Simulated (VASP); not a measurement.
An input for Quantum ESPRESSO's pw.x (written as the equivalent of a VASP run, and not itself run):

```
&CONTROL
  calculation = 'vc-relax'
  pseudo_dir = './pseudo'
  outdir = './out'
  tprnfor = .true.
  tstress = .true.
  nstep = 60
  forc_conv_thr = 0.00039
/
&SYSTEM
  ibrav = 0
  nat = 2
  ntyp = 2
  ecutwfc = 86
  occupations = 'smearing'
  smearing = 'methfessel-paxton'
  degauss = 0.00735
  input_dft = 'pbesol'
/
&ELECTRONS
  conv_thr = 7.3e-08
  electron_maxstep = 100
/
&IONS
/
&CELL
/
ATOMIC_SPECIES
  W 183.840 W.upf
  Se 78.971 Se.upf
CELL_PARAMETERS angstrom
     0.0000000    3.2562560    3.2562560
     3.2562560    0.0000000    3.2562560
     3.2562560    3.2562560    0.0000000
ATOMIC_POSITIONS crystal
  W    0.0000000  0.0000000  0.0000000
  Se   0.2500000  0.2500000  0.2500000
K_POINTS automatic
  9 9 9 0 0 0
```

Problem. Translate this input to VASP (INCAR, KPOINTS, POSCAR, choice of POTCAR).

Solution. One answer among several that fit: 
### POSCAR
```
WSe
1.0
  0.0000000000   3.2562560000   3.2562560000
  3.2562560000   0.0000000000   3.2562560000
  3.2562560000   3.2562560000   0.0000000000
W Se
1 1
Direct
  0.0000000000   0.0000000000   0.0000000000
  0.2500000000   0.2500000000   0.2500000000
```

INCAR:
```
SYSTEM = WSe
PREC = Accurate; ENCUT = 400; LREAL = F
LASPH = T
EDIFF = 1E-6; NELM = 100; ALGO = Normal
LMAXMIX = 6
ISMEAR = 1; SIGMA = 0.1
GGA = PS
IBRION = 2; NSW = 60; ISIF = 3
EDIFFG = -0.01
LWAVE = F; LCHARG = F
```

KPOINTS:
```
Automatic
0
Gamma
 9 9 9
0 0 0
```

POTCAR, in this order: W_sv Se (PBE.64 set). Program: vasp_std.

What does not carry over: the potentials are each code's own (VASP's PAW set, PseudoDojo norm-conserving files in pw.x), so ENCUT and ecutwfc are chosen apart and not converted; conv_thr bounds pw.x's estimated SCF error, while EDIFF bounds the energy change between steps; forc_conv_thr acts on force components and is met together with etot_conv_thr.

The structure was generated: WSe was put into the zinc blende type (F-43m), which need not be its known phase. This run relaxes it. Symmetry was kept, so distortions that lower it aren't found.
